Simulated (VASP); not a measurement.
These are PBE GGA with D3 dispersion (Becke-Johnson damping), VASP's PBE PAW potentials (set 64) (plane waves; VASP) values and carry that method's errors.

VASP ran on this input.

KPOINTS:
```
kpoints
0
G
  9 9 5
0 0 0
```

POSCAR:
```
ZnO
1
    1.6305708274    -2.8242319605     0.0000000000
    1.6305708274     2.8242319605     0.0000000000
    0.0000000000    -0.0000000000     5.2708350900
Zn O
2 2
Direct
  0.6666670000   0.3333330000   0.5015592266
  0.3333330000   0.6666670000   0.0015592266
  0.6666670000   0.3333330000   0.8804407734
  0.3333330000   0.6666670000   0.3804407734
```

### INCAR
```
! general
SYSTEM   =  ZnO
PREC     =  Accurate
ENCUT    =  520
LREAL    =  F
LASPH    =  T   ! aspherical one-centre terms

! electronic loop
EDIFF    =  1E-7   ! SCF stop (eV)
NELM     =  100   ! most electronic steps
ALGO     =  Normal   ! blocked Davidson
LMAXMIX  =  4

! smearing
ISMEAR   =  -5   ! tetrahedra, Bloechl

! functional
GGA      =  PE   ! PBE
IVDW     =  12

! ions
ISIF     =  2

! output
LWAVE    =  F
LCHARG   =  T
LORBIT   =  11   ! lm-projected
NEDOS    =  601   ! DOS grid

! other
LEFG     =  T
```

POTCAR, in this order: Zn O (PBE.64 set). Program: vasp_std.

Output

OSZICAR:
```
       N       E                     dE             d eps       ncg     rms          rms(c)
DAV:   1     0.283392165421E+03    0.28339E+03   -0.18902E+04  1592   0.237E+03
DAV:   2     0.861433652184E+01   -0.27478E+03   -0.26389E+03  1722   0.432E+02
DAV:   3    -0.205265744202E+02   -0.29141E+02   -0.28943E+02  1854   0.151E+02
DAV:   4    -0.210890273960E+02   -0.56245E+00   -0.56175E+00  1728   0.225E+01
DAV:   5    -0.210932893153E+02   -0.42619E-02   -0.42618E-02  1824   0.188E+00    0.147E+01
DAV:   6    -0.177163830130E+02    0.33769E+01   -0.11970E+01  2738   0.734E+01    0.898E+00
DAV:   7    -0.178855599273E+02   -0.16918E+00   -0.26528E+00  1692   0.196E+01    0.536E+00
DAV:   8    -0.179112195015E+02   -0.25660E-01   -0.82569E-01  2394   0.915E+00    0.182E+00
DAV:   9    -0.178470720297E+02    0.64147E-01   -0.18899E-01  2512   0.793E+00    0.341E-01
DAV:  10    -0.178507713339E+02   -0.36993E-02   -0.56808E-02  1608   0.175E+00    0.151E-01
DAV:  11    -0.178507364203E+02    0.34914E-04   -0.16206E-03  2280   0.588E-01    0.392E-02
DAV:  12    -0.178507938229E+02   -0.57403E-04   -0.18284E-04  2272   0.293E-01    0.342E-02
DAV:  13    -0.178507886623E+02    0.51606E-05   -0.39898E-05  1998   0.138E-01    0.126E-02
DAV:  14    -0.178507894009E+02   -0.73863E-06   -0.15988E-05  1746   0.402E-02    0.517E-03
DAV:  15    -0.178507888149E+02    0.58600E-06   -0.19958E-06  2098   0.132E-02    0.156E-03
DAV:  16    -0.178507887488E+02    0.66091E-07   -0.14090E-07  1064   0.393E-03
   1 F= -.18729870E+02 E0= -.18729870E+02  d E =0.000000E+00
```

OUTCAR:
```
------------------------ aborting loop because EDIFF is reached ----------------------------------------
 Edisp (eV)   -0.87908
  FORCE on cell =-STRESS in cart. coord.  units (eV):
  Direction    XX          YY          ZZ          XY          YZ          ZX
  --------------------------------------------------------------------------------------
  Total       0.05208     0.05208    -0.00443     0.00000     0.00000     0.00000
  in kB       1.71883     1.71883    -0.14608     0.00000     0.00000     0.00000
  external pressure =        1.10 kB  Pullay stress =        0.00 kB
  volume of cell :       48.55
      direct lattice vectors                 reciprocal lattice vectors
     1.630570827 -2.824231961  0.000000000     0.306641080 -0.177039283  0.000000000
     1.630570827  2.824231961  0.000000000     0.306641080  0.177039283  0.000000000
     0.000000000  0.000000000  5.270835090     0.000000000  0.000000000  0.189723257
  FREE ENERGIE OF THE ION-ELECTRON SYSTEM (eV)
  ---------------------------------------------------
  free  energy   TOTEN  =       -18.7298696145 eV

  energy  without entropy=      -18.7298696145  energy(sigma->0) =      -18.72986961

 total charge

# of ion       s       p       d       tot
------------------------------------------
    1        0.452   0.471   9.897  10.821
    2        0.452   0.471   9.897  10.821
    3        1.550   3.448   0.000   4.998
    4        1.550   3.448   0.000   4.998
--------------------------------------------------
tot          4.004   7.839  19.795  31.638

 Electric field gradients after diagonalization (V/A^2)
 (convention: |V_zz| > |V_xx| > |V_yy|)
----------------------------------------------------------------------
 ion       V_xx      V_yy      V_zz     asymmetry (V_yy - V_xx)/ V_zz
----------------------------------------------------------------------
   1      -2.247    -2.246     4.492       0.000
   2      -2.247    -2.246     4.493       0.000
   3       0.385     0.376    -0.760       0.012
   4       0.385     0.376    -0.760       0.012
```
(Selected blocks of OUTCAR.)

The compound is ZnO in the wurtzite structure. It was relaxed first.
